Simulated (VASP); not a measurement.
VASP ran on this input.

File KPOINTS:
```
Automatic mesh
0
Gamma
5 5 5
0 0 0
```

**POSCAR**
```
Ga3InP4
11.0902930
  0.4999999785   0.0000000000   0.0000000000
  0.0000000000   0.4999999785   0.0000000000
  0.0000000000   0.0000000000   0.4999999785
In P Ga
1 4 3
Cart
  0.0000000000   0.0000000000   0.0000000000
  0.1301609461   0.1301609461   0.1301609461
  0.3698390324   0.3698390324   0.1301609461
  0.3698390324   0.1301609461   0.3698390324
  0.1301609461   0.3698390324   0.3698390324
  0.2499999892   0.2499999892   0.0000000000
  0.2499999892   0.0000000000   0.2499999892
  0.0000000000   0.2499999892   0.2499999892
```

INCAR:
```
SYSTEM = Ga3InP4
PREC = Accurate
ENCUT = 400
EDIFF = 1E-7
NELM = 100
ALGO = Normal
LREAL = .FALSE.
LASPH = .TRUE.
ISMEAR = -5
GGA = PS
LMAXMIX = 4
LWAVE = .FALSE.
LCHARG = .TRUE.
LORBIT = 11
NEDOS = 601
ISIF = 2
LEFG = .TRUE.
```

POTCAR, in this order: In_d P Ga_d (PBE.64 set). Program: vasp_std.

Write an equivalent input for Ansatz.

One equivalent input (not run):
Ansatz 0.2 input:
```yaml
crystal:
  lattice:
    - [5.5451463, 0.0000000, 0.0000000]
    - [0.0000000, 5.5451463, 0.0000000]
    - [0.0000000, 0.0000000, 5.5451463]
  atoms:
    - { symbol: In, position: [0.0000000, 0.0000000, 0.0000000] }
    - { symbol: P, position: [0.2603219, 0.2603219, 0.2603219] }
    - { symbol: P, position: [0.7396781, 0.7396781, 0.2603219] }
    - { symbol: P, position: [0.7396781, 0.2603219, 0.7396781] }
    - { symbol: P, position: [0.2603219, 0.7396781, 0.7396781] }
    - { symbol: Ga, position: [0.5000000, 0.5000000, 0.0000000] }
    - { symbol: Ga, position: [0.5000000, 0.0000000, 0.5000000] }
    - { symbol: Ga, position: [0.0000000, 0.5000000, 0.5000000] }
kpoints:
  mp_grid: { grid: [5, 5, 5] }
hamiltonian:
  xc: pbesol
  pseudopotentials: { kind: paw }
scf:
  occupations: { method: tetrahedron }
  max_iter: 100
output: { forces: true, stress: true, eigenvalues: true }
```
What does not carry over: each code has its own PAW files, so the cut-off isn't converted (ENCUT is set for VASP's; basis.ecutwfc is left out, and Ansatz then takes the one that its files recommend); Ansatz stops its SCF on the density residual and VASP on the energy change (EDIFF); the field gradients of LEFG aren't asked of the other code.

The structure was generated: Ga3InP4 was put into an ordered model structure (P-43m), which need not be its known phase. It was relaxed first.
